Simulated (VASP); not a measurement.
Wanted: the native input for a VASP 6.6.1 run.

```yaml
Task: single point
Functional: PBE
Potentials_or_basis: VASP PAW PBE potentials, release 64 (Tb, Si)
Cutoff: 520 eV
k_mesh: 5 × 5 × 5
Occupations: fermi-dirac, width 0.05 eV
Spin: collinear spin, ferromagnetic start
Starting_moments: "[6.0, 6.0, 6.0, 6.0, 6.0, 6.0, 0.0, 0.0] μB"
Further_INCAR_settings: ALGO = Normal; EDIFF = 1e-07; NBANDS = 75
```

The structure of Tb3Si lies in POSCAR:

```
Tb3Si
1.0
    6.7234658452      0.0000000000      0.0000000000
   -3.3617329226      5.8226922234      0.0000000000
    0.0000000000      0.0000000000      5.1010800000
Tb Si
6 2
Direct
    0.1775545050      0.3551090100      0.2500000000
    0.1775545050      0.8224454950      0.2500000000
    0.6448909900      0.8224454950      0.2500000000
    0.8224454950      0.6448909900      0.7500000000
    0.8224454950      0.1775545050      0.7500000000
    0.3551090100      0.1775545050      0.7500000000
    0.3333333333      0.6666666667      0.7500000000
    0.6666666667      0.3333333333      0.2500000000
```

The cell comes from a database or a generator and needn't be the stable form of this composition.

These files were run (other wordings do the same):

INCAR

```
ALGO     = Normal         # electronic algorithm
EDIFF    = 1E-7           # SCF threshold, eV
ENCUT    = 520            # plane-wave cutoff, eV
GGA      = PE             # functional
ISIF     = 2              # what is computed and relaxed
ISMEAR   = -1             # smearing method
ISPIN    = 2              # spin polarisation
LASPH    = True           # aspherical terms in the spheres
LCHARG   = False          # write CHGCAR
LMAXMIX  = 6              # l up to which the mixer works
LORBIT   = 11             # projections on sites
LREAL    = False          # projectors in reciprocal space
LWAVE    = False          # write WAVECAR
MAGMOM   = 6 6 6 6 6 6 0 0 # initial moments
NBANDS   = 75             # bands
NELM     = 150            # most SCF steps
PREC     = Accurate       # precision mode
SIGMA    = 0.05           # smearing width, eV
```

KPOINTS

```
k-points
0
Gamma
  5 5 5
```

Potentials or basis: VASP PAW PBE potentials, release 64 (Tb, Si).

Run with:

```sh
$ cat potpaw_PBE.64/Tb/POTCAR potpaw_PBE.64/Si/POTCAR > POTCAR
$ mpirun -np 1 vasp_std > vasp.out
```

Results of the run:

```json
{"Pressure": "1.1 GPa", "Largest force": "0.099 eV/Å", "Net moment": "28.00 μB per cell", "Site moments": "Tb +5.20; Si -0.04 μB", "Valence electrons inside the program's atomic spheres": "Tb 16.44; Si 1.59"}
```

Caveat: the magnetic or orbital state may not be the lowest.

Wall time 100 min on 1 thread of AMD EPYC 7R43 64-Core Processor (Zen 3), with other jobs on the host, peak memory 0.55 GiB.
